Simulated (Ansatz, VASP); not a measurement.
## One calculation of Ge3BiH4, two programs

```xyz
8
Lattice="4.7393 0.0000 0.0000 0.0000 4.7393 0.0000 0.0000 0.0000 4.7393" Properties=species:S:1:pos:R:3 pbc="T T T"
Ge    0.0000    2.3697    2.3697
Ge    2.3697    0.0000    2.3697
Ge    2.3697    2.3697    0.0000
Bi    0.0000    0.0000    0.0000
H     2.3697    2.3697    2.3697
H     2.3697    0.0000    0.0000
H     0.0000    2.3697    0.0000
H     0.0000    0.0000    2.3697
```

Alike in both runs: functional PBE; k mesh 4 × 4 × 4; occupations gaussian, width 0.1 eV; no spin polarisation.

Ansatz relaxed the structure, and its values are those at the end. VASP's run is a single point on that final structure, the one shown.

|  | VASP | Ansatz |
| --- | --- | --- |
| version | VASP 6.6.1 | Ansatz 0.2.0 |
| potentials or method | VASP PAW PBE potentials, release 64 (Ge_d, Bi_d, H) | scalar-relativistic, plane waves, PAW |
| plane-wave cutoff (eV) | 520 | 420 |
| valence electrons in the cell | 61 | 61 |

|  | VASP | Ansatz | Ansatz less VASP |
| --- | --- | --- | --- |
| gap on the k mesh at the Fermi level (eV) | none | none | - |
| pressure (GPa) | -0.2 | -0.1 | +0.08 |

A gap of «none» marks a metal or a gap that the smearing closes.

Caveats: spin-orbit coupling is left out, which moves the levels of the heavy elements.
